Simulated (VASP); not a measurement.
Mg6AlMo:

```xyz
8
Lattice="4.8183 0.0000 0.0000 0.0000 3.0785 5.3212 0.0000 -3.0785 5.3212" Properties=species:S:1:pos:R:3 pbc="T T T"
Mo    2.4092    0.0000    7.1956
Al    0.0000    0.0000    8.6746
Mg    2.4092    0.0000    1.7675
Mg    2.4092    1.5675    4.4424
Mg    2.4092   -1.5675    4.4424
Mg    0.0000    0.0000    3.5495
Mg    0.0000    1.4626    6.2489
Mg    0.0000   -1.4626    6.2489
```

The cell comes from a database or a generator and needn't be the stable form of this composition.

| Property | Result |
| --- | --- |
| Program | VASP 6.6.1 |
| Task | single point |
| Functional | PBE |
| Potentials or basis | VASP PAW PBE potentials, release 64 (Mo_sv, Al, Mg) |
| Cutoff | 520 eV |
| k mesh | 6 × 5 × 5 |
| Occupations | fermi-dirac, width 0.05 eV |
| Spin | no spin polarisation |

On this cell: pressure 0.1 GPa; largest force 0.066 eV/Å; band gap on the k mesh none (metal or under the smearing width).

The same run follows on a disturbed copy (atoms moved at random, drawn with an rms of 0.05 Å):

```
Mo Al Mg
1.0
     4.81834    0.00000    0.00000
     0.00000    3.07846    5.32122
     0.00000   -3.07846    5.32122
Mo Al Mg
1 1 6
Direct
  0.50306 0.68028 0.67134
  0.00158 0.81839 0.80461
  0.49304 0.16662 0.15307
  0.50828 0.67137 0.17021
  0.49069 0.15005 0.68417
  0.00530 0.34118 0.33561
  0.00812 0.82723 0.34328
  0.00288 0.35444 0.82211
```

**Question.** What does the disturbed cell give?

**Answer.** The energy (extrapolated to zero smearing) moves by +8.4 meV/atom; pressure 0.3 GPa; largest force 0.597 eV/Å; band gap on the k mesh none (metal or under the smearing width).

Forces in eV/Å, atoms in the order of the input:
```
Mo   0.012 -0.101 -0.061
Al  -0.044 -0.108  0.112
Mg   0.291 -0.106  0.510
Mg  -0.039 -0.058 -0.194
Mg   0.258  0.370 -0.094
Mg  -0.153 -0.060 -0.251
Mg  -0.148  0.092  0.057
Mg  -0.179 -0.030 -0.079
```

Stress tensor (GPa, compression positive):
```
 0.13 -0.16 -0.03
-0.16  0.08  0.31
-0.03  0.31  0.61
```
